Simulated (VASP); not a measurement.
Input:

```
CELL_PARAMETERS angstrom
      4.62158     0.00000     0.00000
     -2.31079     4.00241     0.00000
      0.00000     0.00000     7.61316
ATOMIC_POSITIONS crystal
  In 0.33333 0.66667 0.00058
  In 0.66667 0.33333 0.50058
  Sb 0.33333 0.66667 0.37442
  Sb 0.66667 0.33333 0.87442
```

These are r2SCAN meta-GGA, VASP's PBE PAW potentials (set 64) (plane waves; VASP) values and carry that method's errors. Numerical set-up: 400 eV cut-off, 8×8×4 Γ-centred mesh, tetrahedra with Blöchl corrections, potentials In_d Sb.

Unless said otherwise, spin-orbit coupling is left out, though it shifts the bands of the heavy elements here.

Question: Give the energies of bands 13 to 21 at the high-symmetry points, in eV from the valence-band maximum.

Answer: 
```csv
band,Γ,M,K,A,L,H
13,-5.69,-5.97,-5.54,-3.69,-5.78,-5.84
14,-1.07,-5.09,-5.54,-3.69,-5.78,-5.84
15,-1.07,-3.34,-3.62,-0.61,-1.87,-3.07
16,-0.16,-2.28,-2.49,-0.61,-1.87,-3.07
17,0.00,-1.93,-2.49,-0.61,-1.76,-1.51
18,0.00,-1.05,-2.28,-0.61,-1.76,-1.51
19,0.05,1.34,2.25,1.12,1.18,1.80
20,0.56,1.89,3.78,1.12,1.18,1.80
21,3.04,3.45,3.78,3.76,2.75,4.22
```

The gap is direct, 0.05 eV, from the valence maximum at Γ to the conduction minimum at Γ.

The structure was generated: InSb was put into the wurtzite type (P6_3mc), which need not be its known phase. It was relaxed first.
